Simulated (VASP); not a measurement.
Consider the following.

```yaml
crystal:
  lattice:
    - [3.49256, 0.00000, 0.00000]
    - [-1.74628, 3.02464, 0.00000]
    - [0.00000, 0.00000, 13.66963]
  atoms:
    - { symbol: Mo, position: [0.33333, 0.66667, 0.25000] }
    - { symbol: Mo, position: [0.66667, 0.33333, 0.75000] }
    - { symbol: Te, position: [0.33333, 0.66667, 0.61701] }
    - { symbol: Te, position: [0.66667, 0.33333, 0.11701] }
    - { symbol: Te, position: [0.33333, 0.66667, 0.88299] }
    - { symbol: Te, position: [0.66667, 0.33333, 0.38299] }
```

Method: PBE GGA with D3 dispersion (Becke-Johnson damping) with spin-orbit coupling, VASP's PBE PAW potentials (set 64) (plane waves; VASP). Numerical set-up: 400 eV cut-off, 7×7×2 Γ-centred mesh, Gaussian smearing of 0.050 eV, potentials Mo_sv Te.

The path is coarsely sampled, so an indirect gap can come out somewhat too large.

Estimate the energy per atom (σ→0), band gap (over mesh and band path) with the smallest direct gap where there is one.

```json
{
 "band gap (over mesh and band path)": "0.69 eV",
 "smallest direct gap (over mesh and band path)": "0.95 eV",
 "energy per atom (σ→0)": "-6.638 eV/atom"
}
```

Only differences to runs with the same potentials and settings are physical.

The structure comes from a measured Te2Mo entry (P6_3/mmc) of the Crystallography Open Database, whose conditions weren't checked. It was relaxed first.
